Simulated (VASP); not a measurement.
# Germanene and its bilayer, part 4 of 5

Aim: relax germanene, place its levels against the vacuum, then find how two sheets stack and bind.

VASP 6.6.1, plane waves and PAW; the level of theory is named at each step.

So far. Step 10 (A rigid stacking): Energy at zero smearing: -10.94042 eV.

### Step 11. A rigid stacking

Level of this step: optB86b-vdW; plane waves and PAW (Ge) (VASP).

INCAR reads:

```
SYSTEM = Ge
PREC = Normal
ENCUT = 350
EDIFF = 1E-05
NELM = 120
ISMEAR = 0
SIGMA = 0.03
LREAL = .FALSE.
ALGO = Fast
GGA = MK
AGGAC = 0
LUSE_VDW = .TRUE.
PARAM1 = 0.1234
PARAM2 = 1
LASPH = .TRUE.
NBANDS = 14
LORBIT = 11
LWAVE = .FALSE.
LCHARG = .FALSE.
KPAR = 4
IDIPOL = 3
LDIPOL = .TRUE.
DIPOL = 0.5 0.5 0.5
```

POSCAR reads:

```
Ge
1.0
    4.0461999356      0.0000000000      0.0000000000
   -2.0230999678      3.5041119331      0.0000000000
    0.0000000000      0.0000000000     21.5206293112
Ge
4
Direct
    0.3333333300      0.6666666700      0.3949698600
    0.6666666700      0.3333333300      0.4279760800
    0.6666666700      0.3333333300      0.5720239200
    0.3333333300      0.6666666700      0.6050301400
```

KPOINTS reads:

```
Automatic mesh
0
Gamma
9 9 1
0 0 0
```

The projector-augmented-wave data sets are Ge (PBE family, release 64).

Started as:

```bash
$ mpirun -np 4 vasp_std
```

The program printed:

```text
[... set-up lines as in an earlier step ...]
 entering main loop
       N       E                     dE             d eps       ncg     rms          rms(c)
DAV:   1     0.774744670770E+02    0.77474E+02   -0.38085E+03   336   0.576E+02
DAV:   2    -0.294626561376E+01   -0.80421E+02   -0.74481E+02   470   0.113E+02
DAV:   3    -0.110152443740E+02   -0.80690E+01   -0.79067E+01   432   0.423E+01
DAV:   4    -0.112222242095E+02   -0.20698E+00   -0.20651E+00   434   0.806E+00
[...]
RMM:  14    -0.109872770941E+02   -0.13083E-04   -0.67595E-05   358   0.375E-02    0.248E-03
RMM:  15    -0.109873130321E+02   -0.35938E-04   -0.25987E-05   342   0.165E-02    0.122E-03
RMM:  16    -0.109873192578E+02   -0.62257E-05   -0.90632E-06   313   0.101E-02
   1 F= -.10987319E+02 E0= -.10986970E+02  d E =-.698450E-03
```

Elapsed: 48 s, on 4 MPI ranks of Intel Xeon 6975P-C (Granite Rapids), shared host; peak memory 1.7 GiB.

OUTCAR, selected parts (step 11):

```text
  Total        0.4505269      0.4505269     -0.9205213      0.0000000      0.0000000      0.0000000
  in kB        2.3656531      2.3656531     -4.8335271      0.0000000      0.0000000      0.0000000
  external PRESSURE =      -0.0340736 kB  Pullay stress =       0.0000000 kB

 POSITION                                       TOTAL-FORCE (eV/Angst)
 -----------------------------------------------------------------------------------
     -0.00000      2.33607      8.50000        -0.000000      0.000000     -0.168529
      2.02310      1.16804      9.21031         0.000000     -0.000000      0.537950
      2.02310      1.16804     12.31031         0.000000     -0.000000     -0.537950
     -0.00000      2.33607     13.02063        -0.000000      0.000000      0.168529
 -----------------------------------------------------------------------------------
    total drift:                                0.000000     -0.000000     -0.000000

  FREE ENERGIE OF THE ION-ELECTRON SYSTEM (eV)
  ---------------------------------------------------
  free  energy   TOTEN  =       -10.9873192578 eV

  energy  without entropy=      -10.9866208077  energy(sigma->0) =      -10.98697003

[... 2 parts as in an earlier step ...]

[... 1 further part left out ...]
[key lines of the parts left out:]
E-fermi :  -2.4272
```

Energy at zero smearing: -10.98697 eV.

### Step 12. A rigid stacking

INCAR is that of step 11.

Edit POSCAR of step 11 so:

```diff
@@ -10,3 +10,3 @@
     0.6666666700      0.3333333300      0.4279760800
-    0.6666666700      0.3333333300      0.5720239200
-    0.3333333300      0.6666666700      0.6050301400
+    0.0000000000      1.0000000000      0.5720239200
+    0.6666666700      0.3333333300      0.6050301400
```

KPOINTS is that of step 11.

Started as:

```bash
$ mpirun -np 4 vasp_std
```

The program printed:

```text
[... set-up lines as in an earlier step ...]
 entering main loop
       N       E                     dE             d eps       ncg     rms          rms(c)
DAV:   1     0.769908083561E+02    0.76991E+02   -0.37961E+03   336   0.576E+02
DAV:   2    -0.379667939634E+01   -0.80787E+02   -0.75719E+02   526   0.113E+02
DAV:   3    -0.111266271919E+02   -0.73299E+01   -0.72491E+01   420   0.408E+01
DAV:   4    -0.112859989390E+02   -0.15937E+00   -0.15904E+00   460   0.719E+00
[...]
RMM:  17    -0.110365926533E+02   -0.21189E-04   -0.71010E-06   299   0.879E-03    0.387E-04
RMM:  18    -0.110366080552E+02   -0.15402E-04   -0.20347E-06   241   0.573E-03    0.392E-04
RMM:  19    -0.110366159729E+02   -0.79177E-05   -0.15431E-06   250   0.509E-03
   1 F= -.11036616E+02 E0= -.11036616E+02  d E =-.651999E-06
```

The job ended after 60 s (4 MPI ranks; peak memory 1.7 GiB; 3.6 min of CPU time).

From OUTCAR (step 12):

```text
  Total        0.2991765      0.2991765     -0.5916923      0.0000000      0.0000000      0.0000000
  in kB        1.5709333      1.5709333     -3.1068926      0.0000000      0.0000000      0.0000000
  external PRESSURE =       0.0116580 kB  Pullay stress =       0.0000000 kB

 POSITION                                       TOTAL-FORCE (eV/Angst)
 -----------------------------------------------------------------------------------
     -0.00000      2.33607      8.50000        -0.000000     -0.000000     -0.140026
      2.02310      1.16804      9.21031         0.000000     -0.000000      0.366592
      0.00000      0.00000     12.31031         0.000000      0.000000     -0.267920
      2.02310      1.16804     13.02063        -0.000000      0.000000      0.041354
 -----------------------------------------------------------------------------------
    total drift:                               -0.000002      0.000001     -0.000142

  FREE ENERGIE OF THE ION-ELECTRON SYSTEM (eV)
  ---------------------------------------------------
  free  energy   TOTEN  =       -11.0366159729 eV

  energy  without entropy=      -11.0366153209  energy(sigma->0) =      -11.03661565

[... 2 parts as in an earlier step ...]

[... 1 further part left out ...]
[key lines of the parts left out:]
E-fermi :  -2.3295
```

Energy at zero smearing: -11.03662 eV.

### Step 13. Relaxing the bilayer

The lowest stacking relaxes at the monolayer's lattice.

Edit INCAR of step 12 so:

```diff
@@ -3,3 +3,3 @@
 ENCUT = 350
-EDIFF = 1E-05
+EDIFF = 1E-06
 NELM = 120
@@ -20,2 +20,8 @@
 KPAR = 4
+IBRION = 2
+NSW = 50
+ISIF = 2
+EDIFFG = -0.015
+POTIM = 0.4
+MAXMIX = 40
 IDIPOL = 3
```

Edit POSCAR of step 12 so:

```diff
@@ -10,3 +10,3 @@
     0.6666666700      0.3333333300      0.4279760800
-    0.0000000000      1.0000000000      0.5720239200
-    0.6666666700      0.3333333300      0.6050301400
+    0.6666666700      0.3333333300      0.5720239200
+    0.0000000000      1.0000000000      0.6050301400
```

KPOINTS is that of step 12.

Started as:

```bash
$ mpirun -np 4 vasp_std
```

The program printed:

```text
[... set-up lines as in an earlier step ...]
 entering main loop
       N       E                     dE             d eps       ncg     rms          rms(c)
[... 5 cycles as in an earlier step ...]
RMM:   6    -0.113036982957E+02    0.15540E+00   -0.83524E-02   336   0.137E+00    0.223E+00
RMM:   7    -0.112192409577E+02    0.84457E-01   -0.23256E-01   337   0.232E+00    0.208E-01
RMM:   8    -0.112181005658E+02    0.11404E-02   -0.16134E-02   336   0.777E-01    0.654E-02
RMM:   9    -0.112170196235E+02    0.10809E-02   -0.47262E-03   347   0.365E-01    0.455E-02
RMM:  10    -0.112157930694E+02    0.12266E-02   -0.17257E-03   348   0.175E-01    0.254E-02
RMM:  11    -0.112152956043E+02    0.49747E-03   -0.72846E-04   341   0.985E-02    0.125E-02
RMM:  12    -0.112149201909E+02    0.37541E-03   -0.47529E-04   341   0.783E-02    0.806E-03
RMM:  13    -0.112148023689E+02    0.11782E-03   -0.12717E-04   336   0.618E-02    0.260E-03
RMM:  14    -0.112148183712E+02   -0.16002E-04   -0.48298E-05   306   0.308E-02    0.184E-03
RMM:  15    -0.112148630420E+02   -0.44671E-04   -0.34720E-05   278   0.167E-02    0.135E-03
RMM:  16    -0.112148738493E+02   -0.10807E-04   -0.58689E-06   261   0.683E-03    0.755E-04
RMM:  17    -0.112148828269E+02   -0.89776E-05   -0.39354E-06   259   0.567E-03    0.601E-04
RMM:  18    -0.112148898608E+02   -0.70339E-05   -0.10728E-06   209   0.316E-03    0.316E-04
RMM:  19    -0.112149006839E+02   -0.10823E-04   -0.27057E-06   219   0.429E-03    0.176E-04
RMM:  20    -0.112149011717E+02   -0.48778E-06   -0.34203E-07   167   0.165E-03
   1 F= -.11214901E+02 E0= -.11214483E+02  d E =-.112149E+02
 curvature:   0.00 expect dE= 0.000E+00 dE for cont linesearch  0.000E+00
 trial: gam= 0.00000 g(F)=  0.244E-01 g(S)=  0.000E+00 ort = 0.000E+00 (trialstep = 0.100E+01)
 search vector abs. value=  0.244E-01
 bond charge predicted
       N       E                     dE             d eps       ncg     rms          rms(c)
DAV:   1    -0.112358609055E+02   -0.20960E-01   -0.20753E-01   432   0.246E+00    0.946E-02
RMM:   2    -0.112361166069E+02   -0.25570E-03   -0.11891E-02   337   0.562E-01    0.477E-02
RMM:   3    -0.112364626389E+02   -0.34603E-03   -0.22331E-03   338   0.256E-01    0.294E-02
RMM:   4    -0.112369507631E+02   -0.48812E-03   -0.75504E-04   343   0.141E-01    0.982E-03
RMM:   5    -0.112369885968E+02   -0.37834E-04   -0.16122E-04   352   0.587E-02    0.383E-03
RMM:   6    -0.112370051790E+02   -0.16582E-04   -0.25318E-05   329   0.230E-02    0.134E-03
RMM:   7    -0.112370066321E+02   -0.14531E-05   -0.63966E-06   276   0.105E-02    0.999E-04
RMM:   8    -0.112370065762E+02    0.55857E-07   -0.13177E-06   246   0.486E-03
   2 F= -.11237007E+02 E0= -.11236589E+02  d E =-.221054E-01
[... from here on, the cycles between the ionic steps are left out ...]
   3 F= -.11277957E+02 E0= -.11277945E+02  d E =-.630559E-01
   4 F= -.11227968E+02 E0= -.11226714E+02  d E =-.130667E-01
   5 F= -.11282720E+02 E0= -.11282720E+02  d E =-.678192E-01
   6 F= -.11303904E+02 E0= -.11303904E+02  d E =-.211833E-01
   7 F= -.11338267E+02 E0= -.11338265E+02  d E =-.555464E-01
   8 F= -.11362622E+02 E0= -.11362621E+02  d E =-.243555E-01
   9 F= -.11362747E+02 E0= -.11362744E+02  d E =-.244803E-01
 curvature:  -1.84 expect dE=-0.684E-04 dE for cont linesearch -0.571E-10
 trial: gam= 0.02492 g(F)=  0.373E-04 g(S)=  0.000E+00 ort =-0.866E-06 (trialstep = 0.259E+01)
 search vector abs. value=  0.522E-04
 bond charge predicted
       N       E                     dE             d eps       ncg     rms          rms(c)
DAV:   1    -0.113628015337E+02   -0.55497E-04   -0.33249E-03   354   0.313E-01    0.126E-02
RMM:   2    -0.113628153272E+02   -0.13794E-04   -0.19380E-04   336   0.773E-02    0.691E-03
RMM:   3    -0.113628228977E+02   -0.75705E-05   -0.30714E-05   339   0.326E-02    0.226E-03
RMM:   4    -0.113628247540E+02   -0.18563E-05   -0.60111E-06   302   0.144E-02    0.626E-04
RMM:   5    -0.113628250900E+02   -0.33599E-06   -0.11419E-06   238   0.619E-03
  10 F= -.11362825E+02 E0= -.11362822E+02  d E =-.780956E-04
 trial-energy change:   -0.000078  1 .order   -0.000075   -0.000096   -0.000054
 step:   5.9288(harm=  5.9288)  dis= 0.00434  next Energy=   -11.362857 (dE=-0.110E-03)
 reached required accuracy - stopping structural energy minimisation
```

Run time: 6.2 min. Hardware: 4 MPI ranks; peak memory 1.7 GiB; 23 min of CPU time.

OUTCAR, selected parts (step 13):

```text
   NELECT =      16.0000    total number of electrons

 E-fermi :  -2.3682

 k-point     1 :       0.0000    0.0000    0.0000
  band No.  band energies     occupation
    ...
      2     -13.0254      2.00000
      3      -7.5419      2.00000
      4      -4.6473      2.00000
      5      -2.8359      2.00000
      6      -2.8359      2.00000
      7      -2.3010      0.00155
      8      -2.3010      0.00155
      9      -1.7373      0.00000
     10      -1.3048      0.00000
     11      -0.7535      0.00000
    ...

Total vdW correction in eV:      3.0907482

  Total        0.1387384      0.1387384     -0.0598915     -0.0000000      0.0000000      0.0000000
  in kB        0.7284955      0.7284955     -0.3144818     -0.0000000      0.0000000      0.0000000
  external PRESSURE =       0.3808364 kB  Pullay stress =       0.0000000 kB

 POSITION                                       TOTAL-FORCE (eV/Angst)
 -----------------------------------------------------------------------------------
     -0.00000      2.33607      8.63481        -0.000000      0.000000      0.002475
      2.02310      1.16804      9.43227         0.000000     -0.000000      0.012019
      2.02310      1.16804     12.08836        -0.000000      0.000000     -0.012019
      0.00000      0.00000     12.88582        -0.000000      0.000000     -0.002475
 -----------------------------------------------------------------------------------
    total drift:                               -0.000002      0.000001      0.000019

  FREE ENERGIE OF THE ION-ELECTRON SYSTEM (eV)
  ---------------------------------------------------
  free  energy   TOTEN  =       -11.3628250900 eV

  energy  without entropy=      -11.3628193561  energy(sigma->0) =      -11.36282222

Total vdW correction in eV:      3.0907558

 vacuum level on the upper side and lower side of the slab         2.068         2.062

[... 8 parts as in an earlier step ...]

[... 11 further parts left out ...]
```

CONTCAR:

```
Ge
   1.00000000000000
     4.0461999355999998    0.0000000000000000    0.0000000000000000
    -2.0230999677999999    3.5041119330999999    0.0000000000000000
     0.0000000000000000    0.0000000000000000   21.5206293112000004
  Ge
     4
Direct
     0.3333333300000021    0.6666666699999979    0.4012339502207841
     0.6666666699999979    0.3333333300000021    0.4382898465406885
     0.6666666699999979    0.3333333300000021    0.5617101534593113
     0.0000000000000000    0.0000000000000000    0.5987660497792158
```

The steps of the relaxation:

| step | energy less that of the first step (eV) | largest force (eV/Å) |
| --- | --- | --- |
| 1 | 0.0000 | 0.5502 |
| 2 | -0.0221 | 0.4608 |
| 3 | -0.0631 | 0.2360 |
| 4 | -0.0131 | 0.6756 |
| 5 | -0.0678 | 0.4111 |
| 6 | -0.0890 | 0.4039 |
| 7 | -0.1234 | 0.3643 |
| 8 | -0.1477 | 0.0292 |
| 9 | -0.1478 | 0.0216 |
| 10 | -0.1479 | 0.0120 |

The atoms that moved most (Å):

| atom | dx | dy | dz | length |
| --- | --- | --- | --- | --- |
| Ge3 | 0.000 | 0.000 | -0.222 | 0.222 |
| Ge2 | 0.000 | 0.000 | 0.222 | 0.222 |
| Ge1 | 0.000 | 0.000 | 0.135 | 0.135 |
| Ge4 | 0.000 | 0.000 | -0.135 | 0.135 |

Final coordinates:

```cif
data_structure
_symmetry_space_group_name_H-M 'P 1'
_symmetry_Int_Tables_number 1
_cell_length_a 4.0462
_cell_length_b 4.0462
_cell_length_c 21.5206
_cell_angle_alpha 90.000
_cell_angle_beta 90.000
_cell_angle_gamma 120.000
_cell_volume 305.13
loop_
_atom_site_label
_atom_site_type_symbol
_atom_site_fract_x
_atom_site_fract_y
_atom_site_fract_z
_atom_site_occupancy
Ge1 Ge 0.33333 0.66667 0.40123 1
Ge2 Ge 0.66667 0.33333 0.43829 1
Ge3 Ge 0.66667 0.33333 0.56171 1
Ge4 Ge 0.00000 0.00000 0.59877 1
```

Numbers from this step:

| Property | Result |
| --- | --- |
| electronic cycles | 103 |
| free energy (TOTEN) | -11.36 eV |
| Fermi energy | -2.368 eV |
| metallic | yes |
| dipole moment | 0, 0, 0 e·Å |

The run ended after 10 ionic steps, 0.148 eV below its first step, once the forces on the free atoms met EDIFFG = -0.015.

(Part 4 of 5 ends here.)

[Lines on the potential files, build, host, timing and source positions are cut from VASP's logs without a mark.]

[Logs are printed without paths, hosts, clocks, repeated set-up lines and the standing remarks that a program may print on its own settings, such as how far it seeks lower states.]

[Hosts, paths, dates, database ids (printed as entryN), source tags and the programs' standing remarks are cut or masked in the printed files.]

[Runs that stopped without an error message from VASP are left out.]
